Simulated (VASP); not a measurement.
```
Pt
1.0
    0.00000     1.99920     1.99920
    1.99920     0.00000     1.99920
    1.99920     1.99920     0.00000
Pt
1
Cartesian
  0.00000   0.00000   0.00000
```

The numbers are results of PBE GGA, VASP's PBE PAW potentials (set 64) (plane waves; VASP 6.6.1), not measurements. Run with 400 eV cut-off, 12×12×12 Γ-centred mesh, first-order Methfessel-Paxton smearing of 0.10 eV, potentials Pt.

**Question.** Give the stress tensor in GPa (positive for a compressed cell).

**Answer.** 
```
-5.35   0.00   0.00
 0.00  -5.35   0.00
 0.00   0.00  -5.35
```
The pressure is its mean diagonal, -5.35 GPa.

The compound is Pt in the fcc structure. The cell was not relaxed at this level.
